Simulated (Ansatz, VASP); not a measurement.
## Cross-check of Bi (Bismuth) between VASP and Ansatz

Wanted: the spread between two codes on one cell, functional and k mesh. The cell is taken from a series of runs on this material, whose earlier steps may have relaxed, scaled, displaced or heated it; both programs get it as it stands.

Program: Ansatz 0.2.0. Level of theory: plane waves, with VASP 6.6.1 beside it; zone-centre phonons at LDA. Results are calculated unless marked as measured.

### 1. Set-up

The structure is trigonal, space group R-3m (No. 166). The conventional cell has a = 4.482 Å, b = 4.482 Å, c = 11.616 Å, α = 90.00°, β = 90.00°, γ = 120.00°. Nearest to Bi lie 3 Bi at 3.06 Å.

### 2. Ansatz: zone-centre phonons, LDA

Ansatz runs on its PAW soft_1 files.

Second derivatives magnify differences that forces hide, and they need a tight electronic threshold.

input.yaml reads:

```yaml
crystal:
  lattice:
    - [2.2411790012, 1.2939452996, 3.8718929524]
    - [-2.2411790012, 1.2939452996, 3.8718929524]
    - [0.0, -2.5878905993, 3.8718929524]
  atoms:
    - { symbol: Bi, position: [0.2367171465, 0.2367171469, 0.2367171465] }
    - { symbol: Bi, position: [0.7632828535, 0.7632828531, 0.7632828535] }
kpoints:
  mp_grid: { grid: [12, 12, 12] }
hamiltonian:
  xc: lda
  pseudopotentials: { kind: paw, azcp: { folder: soft_1 }, xc_functional: pbe }
scf:
  occupations: { method: methfessel_paxton, width: 0.2 }
output:
  eigenvalues: true
phonons:
  method: dfpt
```

Run with:

```
$ ansatz run input.yaml --threads 4 --pin off --max-ram 10240MiB --backend cpu --events-out ev --progress --plain --runs-dir out
```

Numbers of over 12 decimals in the logs are rounded to 6 here.

What it wrote:

```text
Engine: ansatz 0.2.0, aarch64-unknown-linux-gnu
Pseudopotentials: kind: paw
Pseudopotential: Bi, paw, valence charge 15, recommended cutoff 420 eV (normal), soft_1/Bi.paw.azcp
Functional definition: SPW92
  exchange = slater_x
  correlation = pw_c
Crystal: 2 atoms, lattice volume = 67.370 Å³
Basis set: ecut = 420 eV, 1309 PW (Γ), exchange–correlation on 64×64×64 points (8 copies of the dense FFT grid, shifted against one another)
Bands: 19, of which v1, the nominal top of the filled ones, is band 15 counted from 1 (14 counted from 0)
Symmetry: 12 space group operations
k-points: 476 of 1728 (irreducible under 2 space group operations, time reversal used)
Non-local potential: Bi, projectors of the file, l = 0: 2, l = 1: 2, l = 2: 2, l = 3: 1
PAW form: soft (Blöchl's): semilocal exchange-correlation on the pseudo side does not see the compensation charge
PAW frozen core: Bi, regenerated for the run's functional, and the local potential with it (the file was generated under x = pbe(κ = 0.804, μ = 0.219515), c = pbe(β = 0.066725))
PAW one-centre angular grid: Bi, 590 points (default); XC on 64 Gauss nodes
Initial density: superposition of atomic densities (chi_scale 0.1, normalization cell)
Initial wavefunctions: pseudopotential atomic-orbital guess
Functional: x = slater, c = lda
SCF iter   1: F=—  HF=-24175.709680 eV  |F-HF|=—  |Δ(HF+E_count)|=         —  Δρ=1.17e-2  dr2=7.97e-2  ethr=3.10e-3  ⟨swp⟩=5.5  Hψ=43591  notcnv=0
preconditioner: auto → Kerker (q_TF=auto, 2.384 Å⁻¹)  [metal: Δε(μ)=0.050 eV  Ē_g=20.292 eV  σ=0.200 eV  W_gap=0.20  n_scr=14 (ndim 8)  ℏωp=24.8 eV  f_vac=0.000  D(μ)=0.21/eV (n_scr^D=0)]
SCF iter   2: F=—  HF=-24175.693074 eV  |F-HF|=—  |Δ(HF+E_count)|=   1.66e-2  S|Δr|=    0.00e0  Δρ=7.33e-3  dr2=3.37e-2  ethr=2.66e-4  ⟨swp⟩=1.0  Hψ=12852  notcnv=0
SCF iter   3: F=—  HF=-24175.685567 eV  |F-HF|=—  |Δ(HF+E_count)|=   7.51e-3  S|Δr|=    0.00e0  Δρ=1.04e-3  dr2=1.25e-3  ethr=1.12e-4  ⟨swp⟩=2.1  Hψ=16205  notcnv=0
SCF iter   4: F=—  HF=-24175.685384 eV  |F-HF|=—  |Δ(HF+E_count)|=   1.84e-4  S|Δr|=    0.00e0  Δρ=3.40e-4  dr2=1.25e-4  ethr=4.18e-6  ⟨swp⟩=3.0  Hψ=16254  notcnv=0
SCF iter   5: F=—  HF=-24175.685383 eV  |F-HF|=—  |Δ(HF+E_count)|=   9.35e-7  S|Δr|=    0.00e0  Δρ=1.52e-4  dr2=1.90e-5  ethr=4.16e-7  ⟨swp⟩=2.0  Hψ=15832  notcnv=0
SCF iter   6: F=—  HF=-24175.685373 eV  |F-HF|=—  |Δ(HF+E_count)|=   9.44e-6  S|Δr|=    0.00e0  Δρ=2.13e-5  dr2=4.38e-7  ethr=6.35e-8  ⟨swp⟩=2.0  Hψ=16188  notcnv=0
SCF iter   7: F=—  HF=-24175.685375 eV  |F-HF|=—  |Δ(HF+E_count)|=   2.27e-6  S|Δr|=    0.00e0  Δρ=5.10e-6  dr2=3.04e-8  ethr=1.46e-9  ⟨swp⟩=2.0  Hψ=11529  notcnv=0
SCF iter   8: F=—  HF=-24175.685375 eV  |F-HF|=—  |Δ(HF+E_count)|=   3.23e-9  S|Δr|=    0.00e0  Δρ=1.62e-6  dr2=2.58e-9  ethr=1.01e-10  ⟨swp⟩=2.6  Hψ=16434  notcnv=0
SCF iter   9: F=—  HF=-24175.685375 eV  |F-HF|=—  |Δ(HF+E_count)|=  5.71e-10  S|Δr|=    0.00e0  Δρ=2.91e-7  dr2=8.93e-11  ethr=8.61e-12  ⟨swp⟩=2.9  Hψ=16148  notcnv=0
SCF iter  10: F=—  HF=-24175.685375 eV  |F-HF|=—  |Δ(HF+E_count)|=  3.64e-12  S|Δr|=    0.00e0  Δρ=9.92e-8  dr2=1.56e-11  ethr=1.00e-12  ⟨swp⟩=5.9  Hψ=40437  notcnv=0
SCF iter  11: F=-24175.685375 eV  HF=-24175.685375 eV  |F-HF|=3.64e-12  |Δ(HF+E_count)|=  1.09e-11  S|Δr|=    0.00e0  Δρ=3.67e-8  dr2=1.85e-12  ethr=1.00e-12  ⟨swp⟩=5.0  Hψ=34838  notcnv=0
SCF 1 converged in 11 iterations: F = -24175.685375 eV  dr2 = 1.85e-12
  greatest PAW one-centre occupation: 0.988 electrons in one spin orbital (limit 2), on the Bi atom at site 1 (counted from 0), in its partial waves of l = 2
DFPT response loops at Γ: preconditioner auto → Kerker (q_TF=auto, 2.384 Å⁻¹) (partly filled bands, converged f_vac=0.000); β = 1.00, the filter's whole step (`scf.mixing.beta` (0.50) is not read by the response loops under this deck's `scf.mixing.preconditioner`; to damp them name `kerker` or `kerker_dos`, under which they read `scf.mixing.beta`, and type it under 1.00, their step now; both keys bind the ground state too); Broyden in place of MSR1
SCF converged after 11 iterations
Stability not checked: this state was not tested for a lower state beside it, because cold or Methfessel-Paxton smearing, or corrected tetrahedra, fill the levels in a way that the test cannot read (fill_not_monotonic; see scf.lower_state_search)
Free energy (F): -24175.685375 eV
Harris-Foulkes:  -24175.685375 eV  (|F-HF|=3.64e-12)
Internal energy: -24175.686841 eV  (E = F + TS)
E sigma→0 (E₀):  -24175.685742 eV
Entropy (-TS):   0.001466 eV (0.733 meV/atom)
Fermi energy:    10.046761 eV
--- Per-component energies (eV) ---
  E_band       = -207.760210
  E_kinetic    = 511.190447
  E_local      = -2653.268146  (includes V_loc(G=0)·N_el)
  E_nonlocal   = 825.181132
  E_hartree    = 984.469245
  E_xc         = -301.783652
  E_vxc        = -263.533096  (∫ρ·V_xc dr)
  E_paw        = -20705.233607  (= ΣΔE_a)
  E_vpaw       = -596.269465  (= ΣTr[D̂ρ^β])
  E_aug_tail   = 0.000423  (compensation charges beyond the density's cutoff)
  E_ewald      = -2836.233040
  E_core_change = -0.009642  (= ΣΔE_core)
  E_smearing   = 0.001466  (= −TS)
  E_closure    = -0.000000  (closes the sum)
  Σ components = -24175.685375   (vs F -24175.685375, Δ=0.00e0)
--- Band table (eV; the first three rows and the last of 476) ---
  k-point 0: bands = [... 11 lower, 2.6136, 8.4389, 8.7877, 8.7877, 12.8064, 13.1116, 13.1116, 15.5935]
  k-point 1: bands = [... 11 lower, 2.4439, 8.4784, 8.7892, 8.7994, 12.6509, 12.7694, 12.9189, 15.3239]
  k-point 2: bands = [... 11 lower, 1.9792, 8.5589, 8.7997, 8.8555, 11.9661, 12.3260, 12.4430, 15.0808]
  k-point 475: bands = [... 11 lower, -0.2296, 9.2342, 9.5215, 9.5215, 10.5915, 10.5915, 10.6798, 17.3318]
--- Phonons (Γ-DFPT): 2 representative perturbations + reference, on 476 of 1728 k-points (Σ response iterations 4) ---
  k mesh reduced under 2 symmetry operations, with k and −k counted as one. Each operation leaves every solved perturbation unchanged. A smaller set is not used because it would not reduce the number of displacements times k-points to solve
  ASR residual: 2.756e-4 → 0.000e0 eV/Å²; symmetrization residual: 2.094e-5 eV/Å²
  ASR residual per site (eV/Å²): 2.76e-4 2.76e-4
  Γ frequencies (cm⁻¹): 0.00 0.00 0.00 67.60 67.60 100.96
  non-analytic LO–TO correction: not included (Born effective charges unavailable; polar crystals: no LO–TO splitting at Γ)
```

In the SCF lines HF is the Harris–Foulkes energy and dr2 the Hartree energy of the density residual, in eV; the loop may stop once dr2 is under the threshold and the program's other checks hold. Hψ counts applications of the Hamiltonian.

### 3. VASP: zone-centre phonons, LDA

The same cell, functional (in two slightly different forms), mesh and smearing now go to VASP, with its own data sets.

Lines of VASP's logs that name or quote its potential files are left out, and so is its time.

INCAR reads:

```
SYSTEM = Bi
PREC = Accurate
ENCUT = 500
EDIFF = 1E-08
NELM = 120
ISMEAR = 1
SIGMA = 0.2
LREAL = .FALSE.
ALGO = Normal
GGA = PW92
NBANDS = 21
LORBIT = 11
LWAVE = .FALSE.
LCHARG = .FALSE.
ISIF = 2
IBRION = 8
LASPH = .TRUE.
GGA_COMPAT = .FALSE.
KPAR = 2
```

POSCAR reads:

```
Bi
1.0
    2.2411790012      1.2939452996      3.8718929524
   -2.2411790012      1.2939452996      3.8718929524
    0.0000000000     -2.5878905993      3.8718929524
Bi
2
Direct
    0.2367171466      0.2367171470      0.2367171466
    0.7632828534      0.7632828538      0.7632828534
```

KPOINTS reads:

```
Automatic mesh
0
Gamma
12 12 12
0 0 0
```

PAW data sets: Bi_d (LDA family, release 64).

Run with:

```
$ mpirun -np 2 vasp_std
```

What it wrote:

```text
[banner, memory and clock lines left out]
running    2 mpi-ranks, on    1 nodes
 distrk:  each k-point on    1 cores,    2 groups
 distr:  one band on    1 cores,    1 groups

 POSCAR found type information on POSCAR Bi
 POSCAR found :  1 types and       2 ions
|                                                                             |
|               ----> ADVICE to this user running VASP <----                  |
|                                                                             |
|     You enforced a specific xc type in the INCAR file but a different       |
|     [... a line on the potential file left out ...]
|     I HOPE YOU KNOW WHAT YOU ARE DOING!                                     |
|                                                                             |

 LDA part: xc-table for (Slater(with rela. corr.)+PW92), standard interpolation
 POSCAR, INCAR and KPOINTS ok, starting setup
 FFT: planning ... GRIDC
 FFT: planning ... GRID_SOFT
 FFT: planning ... GRID
 WAVECAR not read
 entering main loop
       N       E                     dE             d eps       ncg     rms          rms(c)
DAV:   1     0.300872570944E+03    0.30087E+03   -0.16095E+04  7946   0.170E+03
DAV:   2     0.159084217433E+02   -0.28496E+03   -0.27872E+03  8028   0.439E+02
DAV:   3    -0.826467492995E+01   -0.24173E+02   -0.23848E+02  9449   0.146E+02
DAV:   4    -0.909797300432E+01   -0.83330E+00   -0.83162E+00  9477   0.297E+01
DAV:   5    -0.913714520140E+01   -0.39172E-01   -0.39171E-01 11226   0.576E+00    0.107E+00
DAV:   6    -0.912229389849E+01    0.14851E-01   -0.18925E-02 10367   0.148E+00    0.621E-01
DAV:   7    -0.911535582294E+01    0.69381E-02   -0.12485E-02 10014   0.125E+00    0.102E-01
DAV:   8    -0.911529819147E+01    0.57631E-04   -0.13547E-03  9138   0.461E-01    0.160E-02
DAV:   9    -0.911530192687E+01   -0.37354E-05   -0.66232E-05 11766   0.764E-02    0.830E-03
DAV:  10    -0.911530183629E+01    0.90582E-07   -0.33223E-06  9954   0.142E-02    0.150E-03
DAV:  11    -0.911530187968E+01   -0.43399E-07   -0.22971E-07 10806   0.436E-03    0.617E-04
DAV:  12    -0.911530188457E+01   -0.48835E-08   -0.25724E-08  7666   0.124E-03
   1 F= -.91153019E+01 E0= -.91158035E+01  d E =0.150497E-02
 Linear response reoptimize wavefunctions to high precision
DAV:   1    -0.911530188369E+01    0.88085E-09   -0.54897E-09  6394   0.918E-04
DAV:   2    -0.911530188375E+01   -0.67757E-10   -0.69623E-10  5259   0.274E-04
 Linear response DOF=           2
 Linear response progress:
  Degree of freedom:   1/  2
       N       E                     dE             d eps       ncg     rms          rms(c)
RMM:   1    -0.330740400324E+00   -0.33074E+00    0.23296E-01 48362   0.845E+00
RMM:   2    -0.339490727201E+00   -0.87503E-02   -0.20683E-02 62295   0.119E+00    0.434E-02
RMM:   3    -0.339722336050E+00   -0.23161E-03   -0.17404E-03 66948   0.336E-01    0.246E-02
RMM:   4    -0.339630156341E+00    0.92180E-04   -0.13992E-04 69338   0.103E-01    0.581E-03
RMM:   5    -0.339639144533E+00   -0.89882E-05   -0.19247E-05 65442   0.334E-02    0.236E-03
RMM:   6    -0.339645966686E+00   -0.68222E-05   -0.38261E-06 69136   0.149E-02    0.966E-04
RMM:   7    -0.339646099455E+00   -0.13277E-06   -0.26704E-07 67652   0.498E-03    0.335E-04
RMM:   8    -0.339642125957E+00    0.39735E-05    0.18980E-06 69986   0.185E-03    0.102E-04
RMM:   9    -0.339640730586E+00    0.13954E-05    0.13530E-06 69731   0.842E-04    0.318E-05
RMM:  10    -0.339640447087E+00    0.28350E-06    0.83863E-07 71858   0.424E-04    0.132E-05
RMM:  11    -0.339640442864E+00    0.42233E-08    0.57028E-07 72950   0.265E-04    0.108E-05
RMM:  12    -0.339640122858E+00    0.32001E-06    0.36954E-07 68984   0.194E-04    0.280E-06
RMM:  13    -0.339640157285E+00   -0.34426E-07    0.13047E-07 71321   0.148E-04    0.228E-06
RMM:  14    -0.339640106707E+00    0.50578E-07    0.86341E-08 73228   0.128E-04    0.117E-06
RMM:  15    -0.339640059833E+00    0.46874E-07    0.12812E-08 78005   0.121E-04    0.419E-07
RMM:  16    -0.339640077175E+00   -0.17342E-07   -0.85463E-09 80621   0.116E-04    0.406E-07
RMM:  17    -0.339640071773E+00    0.54020E-08   -0.31419E-08 73738   0.114E-04    0.281E-07
 first order change of Fermi-energy  -0.15104E-04
 force on displaced ion       1 direction 1 :  -1.818  -0.000   0.000
 Linear response progress:
  Degree of freedom:   2/  2
       N       E                     dE             d eps       ncg     rms          rms(c)
RMM:   1    -0.331829839033E+00   -0.33183E+00    0.25488E-01 10523   0.853E+00
RMM:   2    -0.340499948140E+00   -0.86701E-02   -0.19869E-02 13582   0.118E+00    0.395E-02
RMM:   3    -0.340632287167E+00   -0.13234E-03   -0.16259E-03 14605   0.326E-01    0.220E-02
RMM:   4    -0.340467510262E+00    0.16478E-03   -0.13918E-04 14848   0.105E-01    0.574E-03
RMM:   5    -0.340477846407E+00   -0.10336E-04   -0.17056E-05 14935   0.321E-02    0.327E-03
RMM:   6    -0.340488736066E+00   -0.10890E-04   -0.29182E-06 14077   0.141E-02    0.806E-04
RMM:   7    -0.340490022833E+00   -0.12868E-05   -0.41115E-07 14740   0.479E-03    0.549E-04
RMM:   8    -0.340487984794E+00    0.20380E-05   -0.59286E-08 13143   0.181E-03    0.808E-05
RMM:   9    -0.340487599329E+00    0.38546E-06    0.40003E-08 15444   0.872E-04    0.543E-05
RMM:  10    -0.340487413876E+00    0.18545E-06    0.71013E-09 14691   0.369E-04    0.360E-05
RMM:  11    -0.340487281856E+00    0.13202E-06   -0.59364E-09 14549   0.229E-04    0.839E-06
RMM:  12    -0.340487308494E+00   -0.26638E-07   -0.24294E-08 15513   0.163E-04    0.244E-06
RMM:  13    -0.340487311232E+00   -0.27373E-08   -0.11071E-08 15801   0.128E-04    0.110E-06
 first order change of Fermi-energy   0.25898E+00
 force on displaced ion       1 direction 3 :   0.000   0.000  -3.994
 Linear response finished
```

OUTCAR, selected parts (step 3):

```text
ion  position               nearest neighbor table
   1  0.237  0.237  0.237-   2 3.06   2 3.06   2 3.06   2 3.43   2 3.43   2 3.43
   2  0.763  0.763  0.763-   1 3.06   1 3.06   1 3.06   1 3.43   1 3.43   1 3.43

  LATTYP: Found a trigonal (rhomboedric) cell.
 ALAT       =     4.6571163598
 COS(alpha) =     0.5368209508

 Subroutine GETGRP returns: Found 12 space group operations
 (whereof 12 operations were pure point group operations)

The static configuration has the point symmetry D_3d.

 Found    189 irreducible k-points:

   k-points           NKPTS =    189   k-points in BZ     NKDIM =    189   number of bands    NBANDS=     21

   dimension x,y,z NGX =    36 NGY =   36 NGZ =   36
   dimension x,y,z NGXF=    72 NGYF=   72 NGZF=   72

   ENCUT  =  500.0 eV  36.75 Ry    6.06 a.u.   8.49  8.49  8.49*2*pi/ulx,y,z

   NELECT =      30.0000    total number of electrons

 k-points in reciprocal lattice and weights: Automatic mesh
   0.00000000  0.00000000  0.00000000       0.001
   0.08333333  0.00000000  0.00000000       0.003
   0.16666667  0.00000000  0.00000000       0.003
   0.25000000  0.00000000 -0.00000000       0.003
   0.33333333  0.00000000  0.00000000       0.003
   0.41666667  0.00000000  0.00000000       0.003
   0.50000000  0.00000000 -0.00000000       0.002
   0.08333333  0.08333333  0.00000000       0.003
   0.16666667  0.08333333  0.00000000       0.007
[...]
-0.41666667  0.50000000  0.41666667       0.003
   0.50000000  0.50000000  0.50000000       0.001

 average (electrostatic) potential at core
       1-104.2635       2-104.2635

  Total        0.0353386      0.0353386     -0.1161719      0.0000000      0.0000000      0.0000000
  in kB        0.8404127      0.8404127     -2.7627690      0.0000000      0.0000000      0.0000000
  external PRESSURE =      -0.3606479 kB  Pullay stress =       0.0000000 kB

  energy-cutoff  :      500.00
  volume of cell :       67.37
      direct lattice vectors                 reciprocal lattice vectors
     2.241179001  1.293945300  3.871892952     0.223096861  0.128805033  0.086090534
    -2.241179001  1.293945300  3.871892952    -0.223096861  0.128805033  0.086090534
     0.000000000 -2.587890599  3.871892952     0.000000000 -0.257610065  0.086090534

 POSITION                                       TOTAL-FORCE (eV/Angst)
 -----------------------------------------------------------------------------------
     -0.00000      0.00000      2.74963         0.000000     -0.000000      0.015597
     -0.00000      0.00000      8.86605         0.000000      0.000000     -0.015597
 -----------------------------------------------------------------------------------
    total drift:                                0.000002     -0.000001     -0.000003

 Eigenvectors and eigenvalues of the dynamical matrix
 ----------------------------------------------------

   1 f  =    3.056343 THz    19.203570 2PiTHz  101.948634 cm-1    12.640014 meV
             X         Y         Z           dx          dy          dz
     -0.000000  0.000000  2.749630     0.000000   -0.000000    0.707107
     -0.000000  0.000000  8.866049    -0.000000    0.000000   -0.707107

   2 f  =    2.062073 THz    12.956388 2PiTHz   68.783360 cm-1     8.528046 meV
             X         Y         Z           dx          dy          dz
     -0.000000  0.000000  2.749630     0.707107   -0.000000   -0.000000
     -0.000000  0.000000  8.866049    -0.707107    0.000000    0.000000

   3 f  =    2.062073 THz    12.956388 2PiTHz   68.783360 cm-1     8.528046 meV
             X         Y         Z           dx          dy          dz
     -0.000000  0.000000  2.749630     0.000000    0.707107    0.000000
     -0.000000  0.000000  8.866049    -0.000000   -0.707107   -0.000000

   4 f  =    0.000000 THz     0.000000 2PiTHz    0.000001 cm-1     0.000000 meV
             X         Y         Z           dx          dy          dz
     -0.000000  0.000000  2.749630     0.000000    0.693364    0.138732
     -0.000000  0.000000  8.866049     0.000000    0.693364    0.138732

   5 f  =    0.000000 THz     0.000000 2PiTHz    0.000001 cm-1     0.000000 meV
             X         Y         Z           dx          dy          dz
     -0.000000  0.000000  2.749630     0.707107   -0.000000    0.000000
     -0.000000  0.000000  8.866049     0.707107   -0.000000    0.000000

   6 f/i=    0.000000 THz     0.000000 2PiTHz    0.000001 cm-1     0.000000 meV
             X         Y         Z           dx          dy          dz
     -0.000000  0.000000  2.749630     0.000000    0.138732   -0.693364
     -0.000000  0.000000  8.866049     0.000000    0.138732   -0.693364

 ELASTIC MODULI CONTR FROM IONIC RELAXATION (kBar)
 Direction    XX          YY          ZZ          XY          YZ          ZX
 --------------------------------------------------------------------------------
 XX        -158.6687     36.0505   -110.2486      0.0000    196.2470     -0.0000
 YY          36.0505   -158.6687   -110.2486     -0.0000   -196.2470      0.0000
 ZZ        -110.2486   -110.2486   -198.2536      0.0000      0.0000     -0.0000
 XY           0.0000     -0.0000      0.0000    -97.3596     -0.0000    193.6359
 YZ         196.2470   -196.2470      0.0000     -0.0000   -395.5737      0.0000
 ZX          -0.0000      0.0000     -0.0000    193.6359      0.0000   -385.1172
 --------------------------------------------------------------------------------
```

### 4. Side by side

Known differences besides the potentials themselves: the cutoff is 420 eV in Ansatz and 500 eV in VASP; VASP's log shows a relativistic correction to its local exchange, Ansatz's none. Total energies have different zeros and are not compared.

Both answers:

```tsv
quantity	Ansatz	VASP	difference
optical mode 1 to 2 (cm⁻¹)	67.6	68.8	-1.72 %
optical mode 3 (cm⁻¹)	101.0	101.9	-0.97 %
```

Modes are paired by rising frequency, not by their patterns, so a pair may set unlike modes beside each other; they are those without the splitting of longitudinal modes.

### 5. What came out

```json
{
 "r.m.s. difference of the optical zone-centre modes, each program's sorted by frequency (zone-centre phonons, LDA)": "1.1 cm⁻¹",
 "difference in optical mode 1 to 2 (zone-centre phonons, LDA)": "-1.7 %"
}
```

What this shows: The r.m.s. difference of the optical zone-centre modes, each program's sorted by frequency is 1.1 cm⁻¹ (zone-centre phonons, LDA). Among the rows given in per cent, the largest difference of the zone-centre phonons, LDA pair is in optical mode 1 to 2, -1.7 %. How closely two codes agree says nothing of how well the functional describes the real material.

[Lines on the potential files, build, host, timing and source positions are cut from VASP's logs without a mark.]

[Logs are printed without paths, hosts, clocks, repeated set-up lines and the standing remarks that a program may print on its own settings, such as how far it seeks lower states.]

[Hosts, paths, dates, database ids (printed as entryN), source tags and the programs' standing remarks are cut or masked in the printed files.]
